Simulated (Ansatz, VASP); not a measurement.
# Ga32Sb19P13 (GaP0.40Sb0.60, zinc blende) in two plane-wave programs

Aim: how closely do two programs agree when they are given the same cell, functional and k mesh? The cell is invented: As first built, before any earlier steps moved the atoms (in the runner's words): 2x2x2 conventional cells of the GaSb type (64 atoms: 13 P, 32 Ga, 19 Sb); Sb/P share their sites, the best of 600 random draws by like-pair counts in two shells; start lattice by linear mixing of the end members' cells; atoms moved at random by 0.02 A. It may not be a known or stable phase. The structure shown is the end of the Ansatz relaxation below.

Program: Ansatz 0.2.0. Level of theory: plane waves, with VASP 6.6.1 beside it; single point at LDA. Results are calculated unless marked as measured.

### Step 1. Starting point

The cell holds 64 atoms: 13 P, 32 Ga and 19 Sb. Its edges and angles: a = 11.558 Å, b = 11.555 Å, c = 11.556 Å, α = 89.9°, β = 90.0°, γ = 90.0°. It derives from GaSb (GaSb type, space group 216), repeated 2×2×2. As first built, before any earlier steps moved the atoms (in the runner's words): 2x2x2 conventional cells of the GaSb type (64 atoms: 13 P, 32 Ga, 19 Sb); Sb/P share their sites, the best of 600 random draws by like-pair counts in two shells; start lattice by linear mixing of the end members' cells; atoms moved at random by 0.02 A.

### Step 2. Ansatz: relaxation, LDA

Ansatz runs on its default PAW (the set named soft_2) files.

This run makes the geometry at which the two programs are then compared.

File input.yaml:

```yaml
crystal:
  lattice:
    - [11.702, 0.0, 0.0]
    - [0.0, 11.702, 0.0]
    - [0.0, 0.0, 11.702]
  atoms:
    - { symbol: P, position: [0.12692, 0.12497, 0.37288] }
    - { symbol: P, position: [0.12526, 0.37377, 0.12555] }
    - { symbol: P, position: [0.12516, 0.37285, 0.62632] }
    - { symbol: P, position: [0.37606, 0.12661, 0.62518] }
    - { symbol: P, position: [0.3742, 0.37698, 0.8751] }
    - { symbol: P, position: [0.12634, 0.62491, 0.37318] }
    - { symbol: P, position: [0.12431, 0.87278, 0.12343] }
    - { symbol: P, position: [0.37427, 0.87395, 0.37886] }
    - { symbol: P, position: [0.12342, 0.62431, 0.87569] }
    - { symbol: P, position: [0.37849, 0.87511, 0.87599] }
    - { symbol: P, position: [0.87461, 0.12344, 0.62392] }
    - { symbol: P, position: [0.62655, 0.87482, 0.62505] }
    - { symbol: P, position: [0.87495, 0.87715, 0.87771] }
    - { symbol: Ga, position: [8.0e-05, 0.99916, 0.99934] }
    - { symbol: Ga, position: [0.99751, 0.24951, 0.25101] }
    - { symbol: Ga, position: [0.25096, 0.99902, 0.24997] }
    - { symbol: Ga, position: [0.24931, 0.25007, 0.00171] }
    - { symbol: Ga, position: [0.00045, 0.99875, 0.49932] }
    - { symbol: Ga, position: [0.99883, 0.2502, 0.74944] }
    - { symbol: Ga, position: [0.24773, 0.99899, 0.75118] }
    - { symbol: Ga, position: [0.24809, 0.24826, 0.50048] }
    - { symbol: Ga, position: [0.00345, 0.50052, 0.99857] }
    - { symbol: Ga, position: [0.99945, 0.75081, 0.25252] }
    - { symbol: Ga, position: [0.25257, 0.49826, 0.24915] }
    - { symbol: Ga, position: [0.24959, 0.75, 0.00106] }
    - { symbol: Ga, position: [0.00058, 0.49981, 0.50255] }
    - { symbol: Ga, position: [0.00014, 0.74753, 0.75002] }
    - { symbol: Ga, position: [0.24921, 0.49968, 0.75314] }
    - { symbol: Ga, position: [0.25085, 0.74779, 0.50025] }
    - { symbol: Ga, position: [0.50079, 0.99927, 0.00147] }
    - { symbol: Ga, position: [0.49918, 0.25117, 0.24902] }
    - { symbol: Ga, position: [0.74864, 0.00145, 0.24748] }
    - { symbol: Ga, position: [0.75346, 0.24975, 0.99653] }
    - { symbol: Ga, position: [0.49792, 0.99848, 0.49624] }
    - { symbol: Ga, position: [0.50258, 0.25451, 0.74881] }
    - { symbol: Ga, position: [0.75084, 0.00344, 0.74924] }
    - { symbol: Ga, position: [0.75114, 0.25167, 0.49724] }
    - { symbol: Ga, position: [0.50052, 0.5019, 0.00021] }
    - { symbol: Ga, position: [0.50034, 0.7521, 0.25229] }
    - { symbol: Ga, position: [0.7499, 0.49674, 0.24946] }
    - { symbol: Ga, position: [0.74992, 0.75006, 0.00032] }
    - { symbol: Ga, position: [0.49883, 0.50007, 0.49755] }
    - { symbol: Ga, position: [0.50388, 0.74943, 0.74924] }
    - { symbol: Ga, position: [0.75235, 0.49975, 0.75035] }
    - { symbol: Ga, position: [0.75377, 0.74847, 0.50008] }
    - { symbol: Sb, position: [0.37559, 0.12654, 0.12374] }
    - { symbol: Sb, position: [0.37418, 0.3721, 0.37648] }
    - { symbol: Sb, position: [0.12438, 0.12408, 0.87551] }
    - { symbol: Sb, position: [0.3769, 0.62372, 0.12174] }
    - { symbol: Sb, position: [0.12333, 0.8759, 0.62537] }
    - { symbol: Sb, position: [0.37361, 0.62555, 0.62433] }
    - { symbol: Sb, position: [0.62503, 0.12356, 0.37264] }
    - { symbol: Sb, position: [0.62533, 0.37577, 0.12498] }
    - { symbol: Sb, position: [0.87223, 0.12608, 0.1267] }
    - { symbol: Sb, position: [0.87397, 0.37476, 0.37481] }
    - { symbol: Sb, position: [0.62439, 0.12495, 0.87659] }
    - { symbol: Sb, position: [0.62592, 0.37192, 0.62444] }
    - { symbol: Sb, position: [0.87463, 0.37307, 0.87068] }
    - { symbol: Sb, position: [0.62641, 0.62563, 0.37568] }
    - { symbol: Sb, position: [0.62447, 0.87709, 0.12785] }
    - { symbol: Sb, position: [0.87702, 0.62617, 0.12775] }
    - { symbol: Sb, position: [0.87534, 0.87601, 0.3729] }
    - { symbol: Sb, position: [0.62438, 0.62674, 0.87654] }
    - { symbol: Sb, position: [0.87612, 0.6249, 0.62212] }
kpoints:
  mp_grid: { grid: [2, 2, 2], shift: [0.5, 0.5, 0.5] }
hamiltonian:
  xc: lda
scf:
  occupations: { method: fermi_dirac, width: 0.01 }
output:
  forces: true
  stress: true
relax:
  f_tol: 0.02
  max_steps: 45
  cell: { stress_tol: 0.1 }
```

On the command line:

```console
> ansatz run input.yaml --threads 32 --pin off --max-ram 143360MiB --backend cuda --events-out ev --progress --plain --runs-dir out
```

Numbers of over 12 decimals in the logs are rounded to 6 here.

Log:

```text
Engine: ansatz 0.2.0, aarch64-unknown-linux-gnu
Pseudopotentials: kind: paw
Pseudopotential: P, paw, valence charge 5, recommended cutoff 420 eV (normal), P.paw.azcp
Pseudopotential: Ga, paw, valence charge 13, recommended cutoff 420 eV (normal), Ga.paw.azcp
Pseudopotential: Sb, paw, valence charge 15, recommended cutoff 420 eV (normal), Sb.paw.azcp
device memory: the entry about to start is reckoned to put 20.4 GiB on a device that reports 182.5 GiB free
GPU FFT provider: cuFFT
GPU libraries: cuBLAS 13.8.1, cuFFT 12.4.0, cuSOLVER 12.3.2
GPU matrix products: emulated (plane waves: as basis.precision tells), large ones in fixed point in workspaces of 1.00 GiB
Crystal: 64 atoms, lattice volume = 1602.434 Å³
Basis set: ecut = 420 eV, 31439 PW (Γ)
Bands: 460, of which v1, the nominal top of the filled ones, is band 383 counted from 1 (382 counted from 0)
k-points: 4 of 8 (time reversal used)
PAW frozen core: P, regenerated for the run's functional, and the local potential with it (the file was generated under x = pbe(κ = 0.804, μ = 0.219515), c = pbe(β = 0.066725))
PAW frozen core: Ga, regenerated for the run's functional, and the local potential with it (the file was generated under x = pbe(κ = 0.804, μ = 0.219515), c = pbe(β = 0.066725))
PAW frozen core: Sb, regenerated for the run's functional, and the local potential with it (the file was generated under x = pbe(κ = 0.804, μ = 0.219515), c = pbe(β = 0.066725))
GPU buffer pool allocated for 512000 grid points (all kernels)
GPU transforms: local potential and band sums: pruned to the plane-wave sphere, on 80×80×80
relax step   1: F+E_penalty+E_count = -248447.68054857 eV  Δ(F+E_penalty+E_count) = +0.000e0 eV  max|allowed force component| = 2.135e0 eV/Å  Δτ_max = 0.0000 Å  P = -0.930 GPa  Ω = 1602.434 Å³  (9 SCF iters, dr2 threshold 1.00e-7 eV, accepted)
[...]
relax step   2: F+E_penalty+E_count = -248452.77792663 eV  Δ(F+E_penalty+E_count) = -5.097e0 eV  max|allowed force component| = 6.759e-1 eV/Å  Δτ_max = 0.1948 Å  P = -1.157 GPa  Ω = 1577.456 Å³  energy of the carried Pulay correction = +5.092e-3 eV  (8 SCF iters, dr2 threshold 6.40e-6 eV, accepted)
[...]
relax step   3: F+E_penalty+E_count = -248453.56795407 eV  Δ(F+E_penalty+E_count) = -7.900e-1 eV  max|allowed force component| = 8.548e-2 eV/Å  Δτ_max = 0.1275 Å  P = -0.218 GPa  Ω = 1547.896 Å³  energy of the carried Pulay correction = +1.122e-2 eV  (7 SCF iters, dr2 threshold 6.40e-6 eV, accepted)
[...]
relax step   4: F+E_penalty+E_count = -248453.58339054 eV  Δ(F+E_penalty+E_count) = -1.544e-2 eV  max|allowed force component| = 1.817e-2 eV/Å  Δτ_max = 0.0295 Å  P = -0.025 GPa  Ω = 1543.420 Å³  energy of the carried Pulay correction = +1.216e-2 eV  (6 SCF iters, dr2 threshold 4.57e-7 eV, accepted)
[...]
relax step   5: F+E_penalty+E_count = -248453.57124434 eV  Δ(F+E_penalty+E_count) = +1.215e-2 eV  max|allowed force component| = 1.817e-2 eV/Å  Δτ_max = 0.0000 Å  P = -0.025 GPa  Ω = 1543.420 Å³  stress off target by 7.09e-2 GPa  SCF on the basis re-selected at this cell (its energy is not comparable with the rows above)  (5 SCF iters)
basis re-selected at this cell: Δ(F+E_penalty+E_count) = +1.215e-2 eV, ΔP = -0.000 GPa vs the last step (what re-selecting the basis moved, of the pressure what is left beyond the Pulay correction that the steps carried, after the strain that the cell walked since its last selection, with what the two solves' SCF thresholds leave and, on support functions, any second-order correction that the steps lacked; it is no m [...]
SCF converged after 5 iterations
Free energy (F): -248453.571244 eV
Internal energy: -248453.571244 eV  (E = F + TS)
E sigma→0 (E₀):  -248453.571244 eV
Fermi energy:    8.048891 eV
--- Forces (eV/Å), atoms counted from 1 ---
  max |Σ_I F_I| component: 1.27e-5 eV/Å
--- Stress (GPa, compression-positive) ---
       -0.022982       0.001214      -0.026456
        0.001214      -0.024294      -0.036770
       -0.026456      -0.036770      -0.028372
  P = ⅓ Tr σ = -0.0252 GPa (-0.252 kbar)
--- Band table (eV) ---
--- Relaxed structure (4 steps of the walk, 4 accepted, 1 SCFs on fresh bases) ---
  F+E_penalty+E_count = -248453.57124434 eV   max|allowed force component| = 1.817e-2 eV/Å   (the final SCF, on the basis selected at the relaxed cell)
  cell:  # Å, volume = 1543.4201 Å³
    - [11.558193, 0.000261157, 0.00326288]
    - [0.000261157, 11.555370, 0.00667311]
    - [0.00326288, 0.00667311, 11.556080]
  atoms:
    [... one line an atom ...]
```

### Step 3. VASP: single point, LDA

The same cell, functional (in two slightly different forms), mesh and smearing now go to VASP, with its own data sets.

Lines of VASP's logs that name or quote its potential files are left out, and so is its time.

File INCAR:

```
SYSTEM = Ga32Sb19P13
PREC = Accurate
ENCUT = 400
EDIFF = 1E-06
NELM = 120
ISMEAR = -1
SIGMA = 0.01
LREAL = Auto
ALGO = Normal
GGA = PW92
NBANDS = 336
LORBIT = 11
LWAVE = .FALSE.
LCHARG = .FALSE.
ISIF = 2
ISYM = 0
LASPH = .TRUE.
GGA_COMPAT = .FALSE.
EFERMI = MIDGAP
KPAR = 4
```

File POSCAR:

```
Ga32Sb19P13
1.0
   11.5581930000      0.0002610000      0.0032630000
    0.0002610000     11.5553700000      0.0066730000
    0.0032630000      0.0066730000     11.5560800000
P Ga Sb
13 32 19
Direct
    0.1287700000      0.1248400000      0.3784500000
    0.1290500000      0.3779100000      0.1254400000
    0.1284800000      0.3714500000      0.6243700000
    0.3699500000      0.1213500000      0.6262100000
    0.3632200000      0.3749000000      0.8713200000
    0.1293200000      0.6245500000      0.3720100000
    0.1292500000      0.8715600000      0.1248200000
    0.3666400000      0.8785200000      0.3791800000
    0.1289800000      0.6248800000      0.8778400000
    0.3704600000      0.8747100000      0.8704400000
    0.8808900000      0.1210600000      0.6251200000
    0.6215700000      0.8830800000      0.6291300000
    0.8805600000      0.8747100000      0.8717400000
    0.0036000000      0.9810900000      0.9995900000
    0.0244400000      0.2487500000      0.2485900000
    0.2398500000      0.9931600000      0.2589900000
    0.2468700000      0.2674000000      0.0015200000
    0.0023100000      0.0182200000      0.4997600000
    0.0017100000      0.2473400000      0.7307700000
    0.2662400000      0.9994100000      0.7497600000
    0.2428100000      0.2375400000      0.5105200000
    0.0215900000      0.4989800000      0.0001200000
    0.0202700000      0.7494700000      0.2518600000
    0.2326700000      0.5006400000      0.2489800000
    0.2434100000      0.7584500000      0.9892100000
    0.0227000000      0.5027200000      0.5007100000
    0.0039200000      0.7477900000      0.7680500000
    0.2390400000      0.4939100000      0.7562800000
    0.2476000000      0.7480400000      0.4828200000
    0.4862900000      0.9895100000      0.9887900000
    0.4980900000      0.2467800000      0.2524800000
    0.7501300000      0.9994400000      0.2493300000
    0.7537400000      0.2461500000      0.9965000000
    0.4873600000      0.9937800000      0.5110000000
    0.4759300000      0.2478300000      0.7490000000
    0.7618900000      0.9936600000      0.7405300000
    0.7616100000      0.2376200000      0.5118900000
    0.4856700000      0.4937200000      0.9866700000
    0.4854500000      0.7616900000      0.2589300000
    0.7533400000      0.5038600000      0.2499700000
    0.7614800000      0.7585800000      0.9905600000
    0.4973900000      0.4981300000      0.5013400000
    0.4977700000      0.7697900000      0.7494800000
    0.7498900000      0.4997900000      0.7494100000
    0.7418000000      0.7634000000      0.5135900000
    0.3666600000      0.1221100000      0.1239300000
    0.3636600000      0.3717800000      0.3775800000
    0.1276300000      0.1246000000      0.8729600000
    0.3658900000      0.6279100000      0.1225700000
    0.1269300000      0.8763800000      0.6247800000
    0.3697500000      0.6285800000      0.6278000000
    0.6229700000      0.1191100000      0.3840300000
    0.6224700000      0.3757500000      0.1207300000
    0.8857800000      0.1219900000      0.1252600000
    0.8865100000      0.3721300000      0.3777700000
    0.6213600000      0.1199700000      0.8667500000
    0.6217600000      0.3671200000      0.6283700000
    0.8853500000      0.3748600000      0.8715600000
    0.6224200000      0.6325600000      0.3785600000
    0.6213700000      0.8742400000      0.1212900000
    0.8872700000      0.6281100000      0.1216700000
    0.8814500000      0.8765600000      0.3779600000
    0.6218500000      0.6310900000      0.8719100000
    0.8815800000      0.6278100000      0.6264000000
```

File KPOINTS:

```
Points of the shifted mesh
8
Reciprocal
 0.2500000000  0.2500000000  0.2500000000 1
 0.2500000000  0.2500000000  0.7500000000 1
 0.2500000000  0.7500000000  0.2500000000 1
 0.2500000000  0.7500000000  0.7500000000 1
 0.7500000000  0.2500000000  0.2500000000 1
 0.7500000000  0.2500000000  0.7500000000 1
 0.7500000000  0.7500000000  0.2500000000 1
 0.7500000000  0.7500000000  0.7500000000 1
```

Potentials, in the order of the species: P, Ga_d and Sb (LDA family, release 64).

On the command line:

```console
> mpirun -np 8 vasp_std
```

Log:

```text
[banner, memory and clock lines left out]
running    8 mpi-ranks, on    1 nodes
[...]
|                                                                             |
|           W    W    AA    RRRRR   N    N  II  N    N   GGGG   !!!           |
|           W    W   A  A   R    R  NN   N  II  NN   N  G    G  !!!           |
|           W    W  A    A  R    R  N N  N  II  N N  N  G       !!!           |
|           W WW W  AAAAAA  RRRRR   N  N N  II  N  N N  G  GGG   !            |
|           WW  WW  A    A  R   R   N   NN  II  N   NN  G    G                |
|           W    W  A    A  R    R  N    N  II  N    N   GGGG   !!!           |
|                                                                             |
|     For optimal performance we recommend to set                             |
|       NCORE = 2 up to number-of-cores-per-socket                            |
|     NCORE specifies how many cores store one orbital (NPAR=cpu/NCORE).      |
|     This setting can greatly improve the performance of VASP for DFT.       |
[...]
|                                                                             |
|     You enforced a specific xc type in the INCAR file but a different       |
|     [... a line on the potential file left out ...]
|     I HOPE YOU KNOW WHAT YOU ARE DOING!                                     |
|                                                                             |

 LDA part: xc-table for (Slater(with rela. corr.)+PW92), standard interpolation
 POSCAR, INCAR and KPOINTS ok, starting setup
[...]
entering main loop
       N       E                     dE             d eps       ncg     rms          rms(c)
DAV:   1     0.622773171518E+04    0.62277E+04   -0.19622E+05  5376   0.200E+03
DAV:   2     0.104790736615E+04   -0.51798E+04   -0.50621E+04  5840   0.567E+02
DAV:   3    -0.141437508676E+03   -0.11893E+04   -0.10895E+04  6224   0.199E+02
DAV:   4    -0.295496508301E+03   -0.15406E+03   -0.15043E+03  6672   0.648E+01
[...]
DAV:  19    -0.297043057802E+03    0.58088E-05   -0.18156E-05  5728   0.457E-02    0.899E-03
DAV:  20    -0.297043058351E+03   -0.54936E-06   -0.17547E-05  7160   0.155E-02    0.656E-03
DAV:  21    -0.297043059057E+03   -0.70565E-06   -0.53242E-06  4224   0.938E-03
   1 F= -.29704306E+03 E0= -.29704306E+03  d E =-.268538E-15
```

OUTCAR, selected parts (step 3):

```text
  Total       -0.2345855     -0.2523703     -0.2863739      0.0008488     -0.3402754     -0.2547895
  in kB       -0.2435160     -0.2619779     -0.2972760      0.0008811     -0.3532295     -0.2644892
  external PRESSURE =      -0.2675900 kB  Pullay stress =       0.0000000 kB

 POSITION                                       TOTAL-FORCE (eV/Angst)
 -----------------------------------------------------------------------------------
      1.48962      1.44513      4.37465        -0.004536     -0.004289      0.006654
      1.49209      4.36776      1.45254        -0.006356     -0.001706      0.003871
      1.48713      4.29644      7.21817        -0.008982     -0.003385      0.007158
      4.27803      1.40652      7.23855        -0.001544     -0.005256      0.008101
      4.20111      4.33802     10.07273         0.003593     -0.013029     -0.001003
      1.49608      7.21942      4.30357        -0.006520     -0.003361     -0.002607
      1.49453     10.07206      1.44867        -0.007702     -0.007699      0.003345
      4.23916     10.15425      4.38889        -0.006025     -0.005729     -0.003012
      1.49380      7.22661     10.14898        -0.010772      0.007076      0.006421
      4.28492     10.11350     10.06592        -0.005376      0.003285     -0.000004
     10.18357      1.40329      7.22762         0.000836     -0.000452     -0.006888
      7.18651     10.20868      7.27820        -0.000908     -0.010219      0.002744
     10.18076     10.11364     10.08261        -0.013571     -0.010955     -0.001972
      0.04513     11.34353     11.55790         0.009456     -0.019232     -0.000459
[...]
-----------------------------------------------------------------------------------
    total drift:                                0.021978      0.035437      0.010137

  FREE ENERGIE OF THE ION-ELECTRON SYSTEM (eV)
  ---------------------------------------------------
  free  energy   TOTEN  =      -297.0430590571 eV

  energy  without entropy=     -297.0430590571  energy(sigma->0) =     -297.04305906

[... 2 further parts left out ...]
```

The run ends at a pressure of -0.03 GPa, with forces up to 0.031 eV/Å.

### Step 4. Comparison

Known differences besides the potentials themselves: the data sets hold 766 valence electrons in Ansatz (on its default PAW (the set named soft_2) files) and 576 in VASP; the cutoff is 420 eV in Ansatz and 400 eV in VASP (PREC = Accurate, projectors in real space); VASP's log shows a relativistic correction to its local exchange, Ansatz's none. Total energies have different zeros and are not compared.

Compared:

| quantity | Ansatz | VASP | difference |
| --- | --- | --- | --- |
| gap on the k mesh (eV) | 0.695 | 0.701 | -0.006 |

A gap on the mesh is an upper bound, since the band edges may lie between its points.

### Step 5. What came out

```yaml
difference_in_gap_on_the_k_mesh_single_point_lda: -0.0062 eV
```

In words: The difference in gap on the k mesh is -0.0062 eV (single point, LDA), within the 0.08 eV picked in this series as the mark of a large difference. The data sets hold unlike numbers of valence electrons (766 in Ansatz and 576 in VASP), so part of the differences comes from the potentials. How closely two codes agree says nothing of how well the functional describes the real material.

[Lines on the potential files, build, host, timing and source positions are cut from VASP's logs without a mark.]

[Logs are printed without paths, hosts, clocks, repeated set-up lines and the standing remarks that a program may print on its own settings, such as how far it seeks lower states.]

[Hosts, paths, dates, database ids (printed as entryN), source tags and the programs' standing remarks are cut or masked in the printed files.]
